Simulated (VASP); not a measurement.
**FeNi3 (Awaruite): structure and properties in VASP**

What structure does FeNi3 (Awaruite) take at this level, and what are its properties? The steps: magnetic order: ferromagnetic, magnetic order: antiferromagnetic within the cell, magnetic order: antiferromagnetic, q = (0, 0, 1/2), magnetic order: antiferromagnetic, q = (1/2, 1/2, 1/2), magnetic order: antiferromagnetic, q = (1/2, 1/2, 0), the orders side by side, full relaxation (AM05), second relaxation, density, ELF and potential (AM05), bands along the symmetry lines (AM05), total and projected DOS (AM05) and vibrations at Γ (AM05). The start is a cell from a database of measured crystal structures.

Main program and level: VASP 6.6.1; AM05, spin-polarised from a ferromagnetic start; plane waves and PAW (Fe, Ni), in the first sound run; inputs show where later runs differ.

Report form: the programs' logs are mostly left out.

## (1) The starting structure

It takes space group Pm-3m (No. 221, cubic). The conventional cell has a = 3.545 Å, b = 3.545 Å, c = 3.545 Å, α = 90.00°, β = 90.00°, γ = 90.00°. Fe has 12 Ni at 2.51 Å nearest. Ni has 4 Fe at 2.51 Å and 8 Ni at 2.51 Å nearest. Farther neighbours are not listed.

## (2) Magnetic order: ferromagnetic

The properties of a magnet depend on its order, so a few collinear patterns are compared first on the cell as listed, beginning with all moments parallel. AM05 is built from the electron gas and the surface model, and does well on lattice constants.

Input file INCAR:

```
SYSTEM = FeNi3
PREC = Accurate
ENCUT = 400
EDIFF = 1E-06
NELM = 100
ISMEAR = 1
SIGMA = 0.2
LREAL = .FALSE.
ALGO = Normal
GGA = AM
NBANDS = 31
ISPIN = 2
MAGMOM = 3 1 1 1
LASPH = .TRUE.
LMAXMIX = 4
LORBIT = 11
LWAVE = .FALSE.
LCHARG = .FALSE.
KPAR = 8
ISIF = 2
```

Input file POSCAR:

```
FeNi3
1.0
    3.5450000000      0.0000000000      0.0000000000
    0.0000000000      3.5450000000      0.0000000000
    0.0000000000      0.0000000000      3.5450000000
Fe Ni
1 3
Direct
    0.0000000000      0.0000000000      0.0000000000
    0.0000000000      0.5000000000      0.5000000000
    0.5000000000      0.0000000000      0.5000000000
    0.5000000000      0.5000000000      0.0000000000
```

Input file KPOINTS:

```
Automatic mesh
0
Gamma
6 6 6
0 0 0
```

PAW data sets: Fe and Ni (PBE family, release 64).

Started as:

```console
> mpirun -np 8 vasp_std
```

The job ended after 5.6 s (8 MPI ranks of AMD EPYC 9R45, shared host; peak memory 1.2 GiB; 41 s of CPU time).

The k-mesh is coarse for a metal. The PAW data sets were made with PBE, which is usual practice but a small mismatch for other functionals. At this level the cell is under a tension of 10.5 GPa, so at these settings it is away from equilibrium.

Numbers from this step:

```
SCF cycles                                        : 16
electrons                                         : 38
bands                                             : 31
irreducible k-points                              : 20
symmetry operations                               : 48
free energy (TOTEN)                               : -26.61 eV
energy at zero smearing                           : -26.61 eV
Fermi energy                                      : 8.371 eV
pressure                                          : -10.46 GPa
moment of the cell, from the last line of the log : 4.891 μB
metallic                                          : yes
```

Spin moment in the PAW sphere by atom:

```tsv
atom	spin moment in the PAW sphere (μB)
Fe1	2.91
Ni2	0.66
Ni3	0.66
Ni4	0.66
```

The run ends ferromagnetic with a largest moment of 2.91 μB, and the mesh shows no gap.

## (3) Magnetic order: antiferromagnetic within the cell

This step: AM05, spin-polarised from a ferrimagnetic start; plane waves and PAW (Fe, Ni) (VASP 6.6.1).

Next, a pattern with opposite moments.

Changes to INCAR since step 2:

```diff
@@ -10,5 +10,5 @@
 GGA = AM
-NBANDS = 31
+NBANDS = 29
 ISPIN = 2
-MAGMOM = 3 1 1 1
+MAGMOM = 3 -1 1 -1
 LASPH = .TRUE.
```

POSCAR is that of step 2.

KPOINTS is that of step 2.

Started as:

```console
> mpirun -np 8 vasp_std
```

The job ended after 7.8 s (8 MPI ranks; peak memory 1.3 GiB).

This step gave:

| Item | Value |
| --- | --- |
| SCF cycles | 18 |
| bands | 29 |
| irreducible k-points | 40 |
| symmetry operations | 16 |
| pressure | -10.45 GPa |

The energy lies -0.0 meV an atom from the first pattern. The run ends ferromagnetic, not as it was started, with a largest moment of 2.91 μB, and the mesh shows no gap.

## (4) Magnetic order: antiferromagnetic, q = (0, 0, 1/2)

This step: AM05, spin-polarised from an antiferromagnetic start; plane waves and PAW (Fe, Ni) (VASP 6.6.1).

System of this step: FeNi3 (Awaruite). It takes space group Pm-3m (No. 221, cubic). Conventional cell: a = 3.545 Å, b = 3.545 Å, c = 3.545 Å, α = 90.00°, β = 90.00°, γ = 90.00°. Nearest to Fe lie 12 Ni at 2.51 Å. Nearest to Ni lie 8 Ni at 2.51 Å and 4 Fe at 2.51 Å. Nearest to Ni lie 8 Ni at 2.51 Å and 4 Fe at 2.51 Å. Farther neighbours are not listed.

Next, a pattern with opposite moments, which needs a doubled cell; q is given in the reciprocal vectors of the primitive cell.

Changes to INCAR since step 3:

```diff
@@ -10,5 +10,5 @@
 GGA = AM
-NBANDS = 29
+NBANDS = 51
 ISPIN = 2
-MAGMOM = 3 -1 1 -1
+MAGMOM = 3 -3 1 -1 1 -1 1 -1
 LASPH = .TRUE.
```

Input file POSCAR:

```
FeNi3
1.0
    3.5450000000      0.0000000000      0.0000000000
    0.0000000000      3.5450000000      0.0000000000
    0.0000000000      0.0000000000      7.0900000000
Fe Ni
2 6
Direct
    0.0000000000      0.0000000000      0.0000000000
    0.0000000000      0.0000000000      0.5000000000
    0.0000000000      0.5000000000      0.2500000000
    0.0000000000      0.5000000000      0.7500000000
    0.5000000000      0.0000000000      0.2500000000
    0.5000000000      0.0000000000      0.7500000000
    0.5000000000      0.5000000000      0.0000000000
    0.5000000000      0.5000000000      0.5000000000
```

Input file KPOINTS:

```
Automatic mesh
0
Gamma
6 6 3
0 0 0
```

Started as:

```console
> mpirun -np 8 vasp_std
```

The job ended after 15 s (8 MPI ranks; peak memory 2 GiB; 1.9 min of CPU time).

At this level the cell is under a tension of 10.9 GPa, so at these settings it is away from equilibrium.

Numbers from this step:

```yaml
scf_cycles: 19
electrons: 76
bands: 51
irreducible_k_points: 20
symmetry_operations: 8
free_energy_toten: -52.7663 eV
energy_at_zero_smearing: -52.7636 eV
fermi_energy: 8.173 eV
pressure: -10.89 GPa
```

Spin moment in the PAW sphere by atom:

```tsv
atom	spin moment in the PAW sphere (μB)
Fe1	2.94
Fe2	-2.94
Ni3	0.00
Ni4	0.00
Ni5	0.00
Ni6	0.00
Ni7	0.38
Ni8	-0.38
```

The energy lies +57.8 meV an atom from the first pattern. The run ends antiferromagnetic with a largest moment of 2.94 μB, and the mesh shows no gap.

## (5) Magnetic order: antiferromagnetic, q = (1/2, 1/2, 1/2)

INCAR is that of step 4.

Input file POSCAR:

```
FeNi3
1.0
    7.0900000000      0.0000000000      0.0000000000
    3.5450000000      3.5450000000      0.0000000000
    3.5450000000      0.0000000000      3.5450000000
Fe Ni
2 6
Direct
    0.0000000000      0.0000000000      0.0000000000
    0.5000000000      0.0000000000      0.0000000000
    0.5000000000      0.5000000000      0.5000000000
    0.0000000000      0.5000000000      0.5000000000
    0.0000000000      0.0000000000      0.5000000000
    0.5000000000      0.0000000000      0.5000000000
    0.0000000000      0.5000000000      0.0000000000
    0.5000000000      0.5000000000      0.0000000000
```

Input file KPOINTS:

```
Automatic mesh
0
Gamma
6 6 6
0 0 0
```

Started as:

```console
> mpirun -np 8 vasp_std
```

Elapsed: 36 s, on 8 MPI ranks; peak memory 2.9 GiB.

At this level the cell is under a tension of 10.3 GPa, so at these settings it is away from equilibrium.

This step gave:

* SCF cycles: 18
* irreducible k-points: 32
* symmetry operations: 12
* free energy (TOTEN): -52.4786 eV
* energy at zero smearing: -52.4852 eV
* Fermi energy: 8.188 eV
* pressure: -10.33 GPa

Spin moment in the PAW sphere by atom:

```tsv
atom	spin moment in the PAW sphere (μB)
Fe1	2.97
Fe2	-2.97
Ni3	0.00
Ni4	0.00
Ni5	0.00
Ni6	0.00
Ni7	0.00
Ni8	0.00
```

The energy lies +92.6 meV an atom from the first pattern. The run ends antiferromagnetic with a largest moment of 2.97 μB, and the mesh shows no gap.

## (6) Magnetic order: antiferromagnetic, q = (1/2, 1/2, 0)

INCAR is that of step 5.

Input file POSCAR:

```
FeNi3
1.0
    7.0900000000      0.0000000000      0.0000000000
    3.5450000000      3.5450000000      0.0000000000
    0.0000000000      0.0000000000      3.5450000000
Fe Ni
2 6
Direct
    0.0000000000      0.0000000000      0.0000000000
    0.5000000000      0.0000000000      0.0000000000
    0.7500000000      0.5000000000      0.5000000000
    0.2500000000      0.5000000000      0.5000000000
    0.2500000000      0.0000000000      0.5000000000
    0.7500000000      0.0000000000      0.5000000000
    0.0000000000      0.5000000000      0.0000000000
    0.5000000000      0.5000000000      0.0000000000
```

KPOINTS is that of step 5.

Started as:

```console
> mpirun -np 8 vasp_std
```

Run time: 46 s. Hardware: 8 MPI ranks; peak memory 3.5 GiB; 5.3 min of CPU time.

At this level the cell is under a tension of 11.4 GPa, so at these settings it is away from equilibrium.

This step gave:

* irreducible k-points: 64
* symmetry operations: 4
* free energy (TOTEN): -52.7161 eV
* energy at zero smearing: -52.7164 eV
* Fermi energy: 8.192 eV
* pressure: -11.39 GPa

Spin moment in the PAW sphere by atom:

```tsv
atom	spin moment in the PAW sphere (μB)
Fe1	2.91
Fe2	-2.91
Ni3	0.00
Ni4	0.00
Ni5	0.00
Ni6	0.00
Ni7	0.00
Ni8	0.00
```

The energy lies +63.7 meV an atom from the first pattern. The run ends antiferromagnetic with a largest moment of 2.91 μB, and the mesh shows no gap.

## (7) The orders side by side

This step: collinear orders at AM05; plane waves and PAW (VASP 6.6.1).

This step runs nothing: it gathers the runs above.

Patterns, by row:

```tsv
start	atoms	energy less that of the first (meV/atom)	largest site moment (μB)	end state
ferromagnetic	4	0	2.91	ferromagnetic
antiferromagnetic within the cell	4	0	2.91	ferromagnetic
antiferromagnetic, q = (0, 0, 1/2)	8	57.8	2.94	antiferromagnetic
antiferromagnetic, q = (1/2, 1/2, 1/2)	8	92.6	2.97	antiferromagnetic
antiferromagnetic, q = (1/2, 1/2, 0)	8	63.7	2.91	antiferromagnetic
```

The session goes on in the lowest magnetic state found: ferromagnetic. The next one lies 57.8 meV an atom higher.

## (8) Full relaxation (AM05)

This step: AM05, spin-polarised from a ferromagnetic start; plane waves and PAW (Fe, Ni) (VASP 6.6.1).

System of this step: FeNi3 (Awaruite). It takes space group Pm-3m (No. 221, cubic). The conventional cell has a = 3.545 Å, b = 3.545 Å, c = 3.545 Å, α = 90.00°, β = 90.00°, γ = 90.00°. Nearest to Fe lie 12 Ni at 2.51 Å. Nearest to Ni lie 4 Fe at 2.51 Å and 8 Ni at 2.51 Å. Farther neighbours are not listed.

Properties are meant for the cell that this level of theory prefers, so cell and atoms are relaxed first (ISIF = 3) until forces and stress are small; EDIFFG sets the threshold.

Changes to INCAR since step 6:

```diff
@@ -10,5 +10,5 @@
 GGA = AM
-NBANDS = 51
+NBANDS = 30
 ISPIN = 2
-MAGMOM = 3 -3 1 -1 1 -1 1 -1
+MAGMOM = 2.91 0.66 0.66 0.66
 LASPH = .TRUE.
@@ -19,2 +19,5 @@
 KPAR = 8
-ISIF = 2
+IBRION = 2
+NSW = 60
+ISIF = 3
+EDIFFG = -0.01
```

Input file POSCAR:

```
FeNi3
1.0
    3.5450000000      0.0000000000      0.0000000000
    0.0000000000      3.5450000000      0.0000000000
    0.0000000000      0.0000000000      3.5450000000
Fe Ni
1 3
Direct
    0.0000000000      0.0000000000      0.0000000000
    0.0000000000      0.5000000000      0.5000000000
    0.5000000000      0.0000000000      0.5000000000
    0.5000000000      0.5000000000      0.0000000000
```

KPOINTS is that of step 6.

Started as:

```console
> mpirun -np 8 vasp_std
```

Elapsed: 17 s, on 8 MPI ranks; peak memory 1.3 GiB; 2 min of CPU time.

The magnetic order is the lowest of the few collinear ones that converged above; longer or canted patterns were not tried. The run keeps the 48 symmetry operations of its start, so it cannot find a distortion of lower symmetry.

Relaxation path:

```tsv
step	energy less that of the first step (eV)	largest force (eV/Å)	pressure (GPa)	volume (Å³)
1	0.0000	0.0000	-10.48	44.55
2	0.0166	0.0000	14.30	40.02
3	-0.0787	0.0000	-0.05	42.29
```

```tsv
conventional cell, symmetrised	before	after	change
a (Å)	3.545	3.484	-1.7 %
b (Å)	3.545	3.484	-1.7 %
c (Å)	3.545	3.484	-1.7 %
volume (Å³/atom)	11.14	10.57	-5.1 %
```

The relaxed structure:

```cif
data_structure
_symmetry_space_group_name_H-M 'P 1'
_symmetry_Int_Tables_number 1
_cell_length_a 3.4841
_cell_length_b 3.4841
_cell_length_c 3.4841
_cell_angle_alpha 90.000
_cell_angle_beta 90.000
_cell_angle_gamma 90.000
_cell_volume 42.29
loop_
_atom_site_label
_atom_site_type_symbol
_atom_site_fract_x
_atom_site_fract_y
_atom_site_fract_z
_atom_site_occupancy
Fe1 Fe 0.00000 0.00000 0.00000 1
Ni2 Ni 0.00000 0.50000 0.50000 1
Ni3 Ni 0.50000 0.00000 0.50000 1
Ni4 Ni 0.50000 0.50000 0.00000 1
```

This step gave:

- electrons: 38
- bands: 30
- irreducible k-points: 20
- symmetry operations: 48
- free energy (TOTEN): -26.69 eV
- energy at zero smearing: -26.69 eV
- Fermi energy: 9.051 eV
- pressure: -0.05436 GPa
- moment of the cell, from the last line of the log: 4.869 μB
- SCF cycles over all ionic steps: 43

Spin moment in the PAW sphere by atom:

```tsv
atom	spin moment in the PAW sphere (μB)
Fe1	2.85
Ni2	0.66
Ni3	0.66
Ni4	0.66
```

It ends with forces that vanish by symmetry and a pressure of -0.05 GPa.

## (9) Second relaxation

The basis stayed that of the start cell while the cell moved. A rerun from the cell reached resets it; the error of the finite cutoff stays. The mesh changes with the cell too.

INCAR is that of step 8.

Input file POSCAR:

```
FeNi3
1.0
    3.4840950270      0.0000000000      0.0000000000
    0.0000000000      3.4840950270      0.0000000000
    0.0000000000      0.0000000000      3.4840950270
Fe Ni
1 3
Direct
    0.0000000000      0.0000000000      0.0000000000
    0.0000000000      0.5000000000      0.5000000000
    0.5000000000      0.0000000000      0.5000000000
    0.5000000000      0.5000000000      0.0000000000
```

Input file KPOINTS:

```
Automatic mesh
0
Gamma
7 7 7
0 0 0
```

Started as:

```console
> mpirun -np 8 vasp_std
```

Run time: 12 s. Hardware: 8 MPI ranks; peak memory 1.2 GiB; 86 s of CPU time.

Little changed from the start: no atom moved by 0.005 Å and no cell edge by 0.1 %.

Numbers from this step:

```
free energy (TOTEN)                               : -26.66 eV
energy at zero smearing                           : -26.66 eV
Fermi energy                                      : 9.095 eV
pressure                                          : 0.04753 GPa
moment of the cell, from the last line of the log : 4.779 μB
SCF cycles over all ionic steps                   : 30
```

It ends with forces that vanish by symmetry and a pressure of 0.05 GPa. The volume moved by only 0.09 %, so the volume is settled.

## (10) Density, ELF and potential (AM05)

The relaxed cell gets a fresh self-consistent run, on a basis set for its own volume, to fix the density and to check the remaining stress.

Changes to INCAR since step 9:

```diff
@@ -17,7 +17,5 @@
 LWAVE = .FALSE.
-LCHARG = .FALSE.
-KPAR = 8
-IBRION = 2
-NSW = 60
-ISIF = 3
-EDIFFG = -0.01
+LCHARG = .TRUE.
+ISIF = 2
+LELF = .TRUE.
+LVHAR = .TRUE.
```

Input file POSCAR:

```
FeNi3
1.0
    3.4830086870      0.0000000000      0.0000000000
    0.0000000000      3.4830086870      0.0000000000
    0.0000000000      0.0000000000      3.4830086870
Fe Ni
1 3
Direct
    0.0000000000      0.0000000000      0.0000000000
    0.0000000000      0.5000000000      0.5000000000
    0.5000000000      0.0000000000      0.5000000000
    0.5000000000      0.5000000000      0.0000000000
```

KPOINTS is that of step 9.

Started as:

```console
> mpirun -np 8 vasp_std
```

Elapsed: 6.8 s, on 8 MPI ranks; peak memory 0.7 GiB; 45 s of CPU time.

With spin, VASP writes an ELF for each channel.

Numbers from this step:

* SCF cycles: 16
* bands: 32
* pressure: -0.1046 GPa

Valence electrons inside each PAW sphere by angular momentum. Sphere charges, by row:

```tsv
atom	s (e)	p (e)	d (e)	tot (e)
Fe1	0.498	0.549	6.15	7.197
Ni2	0.529	0.561	8.34	9.431
Ni3	0.529	0.561	8.34	9.431
Ni4	0.529	0.561	8.34	9.431
```

Spin density in the ac plane at fractional y = 0.000, with atoms of Fe and Ni within 0.2 Å of it.

Ten even steps from '0' (0.0 e/Å³) to '9' (4.2 e/Å³), each cell a mean:
```
85200000000136
42100000000013
10000000000000
00000000000000
00000001000000
00000122200000
00000123200000
00000011100000
00000000000000
00000000000000
32000000000012
75200000000035
97310000000148
```
Columns run along a (3.5 Å), rows up along c (3.5 Å). Atoms in or near the plane, at fractional coordinates: Fe at (0.00, 0.00), Ni at (0.50, 0.50).

Electrostatic potential energy in the ac plane at fractional y = 0.000, with atoms of Fe and Ni within 0.2 Å of it. With pseudopotentials it is smooth inside the atoms' cores, unlike the true potential.

Ten even steps from '0' (-76 eV) to '9' (2 eV), each cell a mean:
```
56689999998766
66789999999876
78899999999987
99999876789999
99998521368999
99997200037999
99996200037999
99997410258999
99998765689999
88899988899988
67789999999877
56789999999766
55679999998765
```
Columns run along a (3.5 Å; values clipped at the 3rd and 97th percentile), rows up along c (3.5 Å). Atoms in or near the plane, at fractional coordinates: Fe at (0.00, 0.00), Ni at (0.50, 0.50).

Valence density in the ac plane at fractional y = 0.000, with atoms of Fe and Ni within 0.2 Å of it. It is the smooth field of the valence electrons, not physical close to the nuclei.

Ten even steps from '0' (0 e/Å³) to '9' (12 e/Å³), each cell a mean:
```
53100000000024
21000000000001
00000000000000
00000001000000
00000134310000
00001379620000
00001389730000
00000246410000
00000011100000
00000000000000
11000000000001
43100000000013
64200000000025
```
Columns run along a (3.5 Å), rows up along c (3.5 Å). Atoms in or near the plane, at fractional coordinates: Fe at (0.00, 0.00), Ni at (0.50, 0.50).

In this run the pressure is -0.10 GPa, small enough to go on.

[end of part 1 of 2]

[Lines on the potential files, build, host, timing and source positions are cut from VASP's logs without a mark.]

[Logs are printed without paths, hosts, clocks, repeated set-up lines and the standing remarks that a program may print on its own settings, such as how far it seeks lower states.]

[Hosts, paths, dates, database ids (printed as entryN), source tags and the programs' standing remarks are cut or masked in the printed files.]

[A measured line is paired with the nearest computed mode of its activity, which favours agreement.]
